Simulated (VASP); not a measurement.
**How uniaxial stress along [001] changes AlRu (Pm-3m)**

Wanted: the elastic response of AlRu to uniaxial stress along [001], with a fit that predicts a row left out.

Method: PBEsol; plane waves and PAW (Ru_pv, Al); cell typed or built by script, in the first sound run; inputs show where later runs differ, in VASP 6.6.1.

## 1. Set-up

The structure is cubic, space group Pm-3m (No. 221). Conventional cell: a = 2.990 Å, b = 2.990 Å, c = 2.990 Å, α = 90.00°, β = 90.00°, γ = 90.00°. Nearest to Ru lie 8 Al at 2.59 Å. Nearest to Al lie 8 Ru at 2.59 Å. Farther neighbours are not listed.

## 2. Relax the crystal, PBEsol

The series starts from the cell that this level prefers, so that zero strain is near zero stress.

This step took 2 runs in a row; the last is shown.

Level: PBEsol; plane waves and PAW (Ru_pv, Al); cell typed or built by script.

INCAR reads:

```
SYSTEM = AlRu
PREC = Accurate
ENCUT = 450
EDIFF = 1E-07
NELM = 120
ISMEAR = 1
SIGMA = 0.15
LREAL = .FALSE.
ALGO = Normal
GGA = PS
NBANDS = 14
LASPH = .TRUE.
LORBIT = 11
LWAVE = .FALSE.
LCHARG = .FALSE.
KPAR = 8
IBRION = 2
NSW = 40
ISIF = 3
EDIFFG = -0.005
POTIM = 0.4
```

POSCAR reads:

```
AlRu
1.0
    2.9762057725      0.0000000000      0.0000000000
    0.0000000000      2.9762057725      0.0000000000
    0.0000000000      0.0000000000      2.9762057725
Ru Al
1 1
Direct
    0.0000000000      0.0000000000      0.0000000000
    0.5000000000      0.5000000000      0.5000000000
```

KPOINTS reads:

```
Automatic mesh
0
Gamma
17 17 17
0 0 0
```

Potentials, in the order of the species: Ru_pv and Al (PBE family, release 64).

Launch:

```console
mpirun -np 8 vasp_std
```

The log of the run:

```text
[banner, memory and clock lines left out]
running    8 mpi-ranks, on    1 nodes
[...]
|                                                                             |
|           W    W    AA    RRRRR   N    N  II  N    N   GGGG   !!!           |
|           W    W   A  A   R    R  NN   N  II  NN   N  G    G  !!!           |
|           W    W  A    A  R    R  N N  N  II  N N  N  G       !!!           |
|           W WW W  AAAAAA  RRRRR   N  N N  II  N  N N  G  GGG   !            |
|           WW  WW  A    A  R   R   N   NN  II  N   NN  G    G                |
|           W    W  A    A  R    R  N    N  II  N    N   GGGG   !!!           |
|                                                                             |
|     For optimal performance we recommend to set                             |
|       NCORE = 2 up to number-of-cores-per-socket                            |
|     NCORE specifies how many cores store one orbital (NPAR=cpu/NCORE).      |
|     This setting can greatly improve the performance of VASP for DFT.       |
[...]
|     You enforced a specific xc type in the INCAR file but a different       |
|     [... a line on the potential file left out ...]
|     I HOPE YOU KNOW WHAT YOU ARE DOING!                                     |
|                                                                             |

 LDA part: xc-table for (Slater+PW92), standard interpolation
 POSCAR, INCAR and KPOINTS ok, starting setup
[...]
entering main loop
       N       E                     dE             d eps       ncg     rms          rms(c)
DAV:   1     0.102426649272E+03    0.10243E+03   -0.84816E+03  4684   0.101E+03
DAV:   2    -0.145934868509E+02   -0.11702E+03   -0.11225E+03  5124   0.299E+02
DAV:   3    -0.163042535009E+02   -0.17108E+01   -0.16944E+01  5870   0.379E+01
DAV:   4    -0.163172381797E+02   -0.12985E-01   -0.12981E-01  5478   0.343E+00
[...]
DAV:  11    -0.155160721334E+02    0.16738E-05   -0.38679E-06  5922   0.237E-02    0.656E-03
DAV:  12    -0.155160716827E+02    0.45064E-06   -0.94857E-08  4382   0.309E-03    0.300E-04
DAV:  13    -0.155160716949E+02   -0.12186E-07   -0.55241E-09  4152   0.654E-04
   1 F= -.15516072E+02 E0= -.15516040E+02  d E =-.155161E+02
[...]
reached required accuracy - stopping structural energy minimisation
```

The job ended after 4 s (8 MPI ranks of Intel Xeon 6975P-C (Granite Rapids), shared host; peak memory 1.3 GiB).

Lines that name or quote the potential files are left out of all logs, and their timing lines are given in words.

From OUTCAR (step 2):

```text
  Total       -0.0020657     -0.0020657     -0.0020657     -0.0000000     -0.0000000      0.0000000
  in kB       -0.1255421     -0.1255421     -0.1255421     -0.0000000     -0.0000000      0.0000000
  external PRESSURE =      -0.1255421 kB  Pullay stress =       0.0000000 kB

 POSITION                                       TOTAL-FORCE (eV/Angst)
 -----------------------------------------------------------------------------------
      0.00000      0.00000      0.00000         0.000000      0.000000      0.000000
      1.48810      1.48810      1.48810         0.000000      0.000000      0.000000
 -----------------------------------------------------------------------------------
    total drift:                                0.000000      0.000000      0.000000

  FREE ENERGIE OF THE ION-ELECTRON SYSTEM (eV)
  ---------------------------------------------------
  free  energy   TOTEN  =       -15.5160716949 eV

  energy  without entropy=      -15.5159778036  energy(sigma->0) =      -15.51604040

 reached required accuracy - stopping structural energy minimisation

[... 3 further parts left out ...]
[key lines of the parts left out:]
E-fermi :  10.8164
```

Numbers from this step:

- energy(sigma→0) of the program: -15.5160 eV
- stress, compression positive: xx, yy, zz -0.01, -0.01, -0.01 GPa
- volume: 26.363 Å³
- ionic steps: 1

## 3. Strain across the axis, PBEsol

One member in full: the axis is strained by 0.5 %, and the two directions across it are strained alike until their mean stress is under 0.012 GPa or five steps are spent.

This step took 3 runs, each at a new trial strain with the atoms of the one before; the last is shown.

Level: PBEsol; plane waves and PAW (Ru_pv, Al); cell typed or built by script.

Changes to INCAR since step 2:

```diff
@@ -15,7 +15,7 @@
 LCHARG = .FALSE.
-KPAR = 8
-IBRION = 2
-NSW = 40
-ISIF = 3
-EDIFFG = -0.005
-POTIM = 0.4
+KPAR = 2
+IBRION = 1
+NSW = 25
+ISIF = 2
+EDIFFG = -0.004
+POTIM = 0.3
```

POSCAR reads:

```
AlRu
1.0
    2.9713533000      0.0000000000      0.0000000000
    0.0000000000      2.9713533000      0.0000000000
    0.0000000000      0.0000000000      2.9910868010
Ru Al
1 1
Direct
    0.0000000000      0.0000000000      0.0000000000
    0.5000000000      0.5000000000      0.5000000000
```

KPOINTS is that of step 2.

Launch:

```console
mpirun -np 2 vasp_std
```

The log of the run:

```text
[banner, memory and clock lines left out]
running    2 mpi-ranks, on    1 nodes
[...]
[... a notice as in an earlier step ...]

 LDA part: xc-table for (Slater+PW92), standard interpolation
 POSCAR, INCAR and KPOINTS ok, starting setup
[...]
entering main loop
       N       E                     dE             d eps       ncg     rms          rms(c)
DAV:   1     0.101653410502E+03    0.10165E+03   -0.84808E+03 11540   0.101E+03
DAV:   2    -0.146223778480E+02   -0.11628E+03   -0.11138E+03 12570   0.298E+02
DAV:   3    -0.163030419794E+02   -0.16807E+01   -0.16682E+01 14442   0.377E+01
DAV:   4    -0.163163526489E+02   -0.13311E-01   -0.13307E-01 13232   0.347E+00
[...]
DAV:  11    -0.155156239928E+02    0.17939E-05   -0.43011E-06 14790   0.248E-02    0.669E-03
DAV:  12    -0.155156235618E+02    0.43098E-06   -0.96286E-08 10606   0.314E-03    0.265E-04
DAV:  13    -0.155156235546E+02    0.71739E-08   -0.61775E-09 10566   0.700E-04
   1 F= -.15515624E+02 E0= -.15515579E+02  d E =-.155156E+02
 BRION: g(F)=  0.000E+00 g(S)=  0.000E+00
 reached required accuracy - stopping structural energy minimisation
```

Elapsed: 19 s, on 2 MPI ranks; peak memory 0.46 GiB; 34 s of CPU time.

OUTCAR, selected parts (step 3):

```text
  Total       -0.0000218     -0.0000218     -0.1909595      0.0000000      0.0000000      0.0000000
  in kB       -0.0013244     -0.0013244    -11.5854857      0.0000000      0.0000000      0.0000000
  external PRESSURE =      -3.8627115 kB  Pullay stress =       0.0000000 kB

 POSITION                                       TOTAL-FORCE (eV/Angst)
 -----------------------------------------------------------------------------------
      0.00000      0.00000      0.00000         0.000000      0.000000      0.000000
      1.48568      1.48568      1.49554         0.000000      0.000000      0.000000
 -----------------------------------------------------------------------------------
    total drift:                                0.000000      0.000000      0.000000

  FREE ENERGIE OF THE ION-ELECTRON SYSTEM (eV)
  ---------------------------------------------------
  free  energy   TOTEN  =       -15.5156235546 eV

  energy  without entropy=      -15.5154909272  energy(sigma->0) =      -15.51557935

[... 1 part as in an earlier step ...]

[... 3 further parts left out ...]
[key lines of the parts left out:]
E-fermi :  10.7919
```

Numbers from this step:

| Property | Result |
| --- | --- |
| energy(sigma→0) of the program | -15.5156 eV |
| stress, compression positive | xx, yy, zz 0.00, 0.00, -1.16 GPa |
| ionic steps | 1 |

## 4. The table

The other members went through these steps as far as the tables show, with the same cutoff and, step by step, the same mesh; 26 runs are not shown. The session took 0.30 core hours (wall time by ranks) on a shared machine.

| strain along the axis (%) | strain across the axis (%) | stress along the axis, tension positive (GPa) | energy above the unstrained row, extrapolated to no smearing (meV/atom) |
| --- | --- | --- | --- |
| -2.000 | 0.669 | -4.843 | 4.094 |
| -1.500 | 0.496 | -3.598 | 2.299 |
| -1.000 | 0.327 | ? | ? |
| -0.500 | 0.160 | -1.174 | 0.266 |
| 0 | -0.004 | -0.002 | 0.000 |
| 0.500 | -0.163 | 1.159 | 0.229 |
| 1.000 | -0.321 | 2.282 | 0.933 |
| 1.500 | -0.478 | 3.377 | 2.086 |
| 2.000 | -0.633 | 4.438 | 3.690 |

## 5. Stress from the known rows

A least-squares parabola through the 8 rows shown, with e the strain in %: stress = − 0.05145 e² + 2.323 e + 0.004664 (GPa), r.m.s. residual 0.0050 GPa.

For the withheld row, e = -1, the fit gives -2.370 GPa.

## 6. Checking the prediction

The calculation gives -2.374 GPa, so the prediction is 0.004 GPa too high.

Slopes at zero strain, from cubics through all rows: strain ratio -0.324, stress over strain 233 GPa.

## 7. Summary of results

```yaml
error_of_the_predicted_stress: 0.004 GPa
poisson_ratio: 0.324
young_s_modulus_along_the_axis: 233 GPa
```

What this shows: As a check, the curvature of the energy gives 237 GPa for the same modulus (energy per volume = E/2 × strain²), 2 % from the slope of the stress; these energies are extrapolated to no smearing, while the stress belongs to the free energy, so part of the difference may come from that. These are static values: temperature and zero-point motion are left out. In a metal the slopes also depend on mesh and smearing, which were held through the series.

[Lines on the potential files, build, host, timing and source positions are cut from VASP's logs without a mark.]

[Logs are printed without paths, hosts, clocks, repeated set-up lines and the standing remarks that a program may print on its own settings, such as how far it seeks lower states.]

[Hosts, paths, dates, database ids (printed as entryN), source tags and the programs' standing remarks are cut or masked in the printed files.]

[In band tables of VASP the shares of atoms and orbitals are scaled to a sum of 1 inside the atoms' spheres.]
